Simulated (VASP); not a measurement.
Consider the following.

```xyz
63
Lattice="13.2499 0.0000 0.0000 0.0000 13.2499 0.0000 0.0000 0.0000 13.2499" Properties=species:S:1:pos:R:3 pbc="T T T"
Cd     6.7108     0.0675     0.0662
Cd     9.8389     3.1939     0.0415
Cd     9.8398     0.0429     3.1924
Cd     0.0160     0.0170     0.0137
Cd     3.3873     3.3953     0.0600
Cd     6.5020     6.5355     0.0516
Cd     9.9265     9.9349     0.0033
Cd     3.3804     0.0549     3.3931
Cd    10.0311     6.7107     3.1997
Cd     6.5030     0.0478     6.5387
Cd    10.0307     3.2036     6.7103
Cd     9.9256     0.0061     9.9319
Cd     0.0032     6.6093     0.0027
Cd     3.3256     9.9486     0.0119
Cd     0.0274     3.3103     3.3085
Cd     3.3610     6.5331     3.1871
Cd     6.6216     9.9657     3.3131
Cd    13.2489     0.0049     6.6091
Cd     3.3569     3.1870     6.5286
Cd     6.5166     6.7085     6.7088
Cd     9.9201     9.9767     6.6081
Cd     3.3238     0.0125     9.9489
Cd     6.6218     3.3181     9.9662
Cd     9.9226     6.6079     9.9736
Cd    13.2449     9.9408     3.3136
Cd     0.0343     6.6108     6.6087
Cd     3.3174     9.9336     6.6133
Cd     0.0007     3.3137     9.9433
Cd     3.3173     6.6134     9.9316
Cd     6.6300     9.9387     9.9413
Cd     0.0067     9.9420     9.9426
Te     8.1320     1.7872     1.7859
Te    11.5783     4.9206     1.6232
Te    11.5770     1.6268     4.9207
Te     1.6856     1.6572     1.6553
Te     5.0990     4.8209     1.7846
Te     8.2368     8.2675     1.6337
Te    11.5871    11.5948     1.6487
Te     5.0936     1.7766     4.8222
Te    11.5948     8.2837     4.9847
Te     8.2356     1.6367     8.2657
Te    11.5992     4.9839     8.2846
Te    11.5857     1.6503    11.5925
Te     1.6545     8.2768     1.6519
Te     4.9704    11.6155     1.6516
Te     1.6848     4.9622     4.9585
Te     4.9425     8.2636     4.9227
Te     8.2692    11.6249     4.9630
Te     1.6542     1.6517     8.2761
Te     4.9407     4.9216     8.2616
Te     8.2952     8.2825     8.2823
Te    11.5922    11.5936     8.2786
Te     4.9702     1.6528    11.6142
Te     8.2703     4.9651    11.6242
Te    11.5933     8.2778    11.5933
Te     1.6585    11.5942     4.9630
Te     1.6566     8.2796     8.2781
Te     4.9628    11.5904     8.2768
Te     1.6626     4.9616    11.5945
Te     4.9629     8.2737    11.5916
Te     8.2761    11.5980    11.5959
Te     1.6571    11.5946    11.5946
I      8.3163     4.9980     4.9971
```

Calculation: PBE GGA, VASP's PBE PAW potentials (set 64) (plane waves; VASP). Run with PREC = Normal, LREAL = Auto, ISYM = 0, 400 eV cut-off, 1×1×1 Γ-centred mesh, Gaussian smearing of 0.050 eV, potentials Cd Te I. Starting moments (MAGMOM): 63*0.0159. The cell's moment is fixed (NUPDOWN = 1).

The supercell is sampled at Γ alone, which is coarse: total energies, pressure and levels can be off, energies of defects by several tenths of an eV.

**Question.** What does the run give for the cell moment, energy per atom (σ→0)?

**Answer.** 
The cell moment is 1.00 μB and the energy per atom (σ→0) is -2.351 eV/atom.

The absolute energy has meaning only against runs of the same code, potentials and settings.

The cell is a supercell with a defect, built from CdTe (zinc blende): I_Te-vac_Cd.
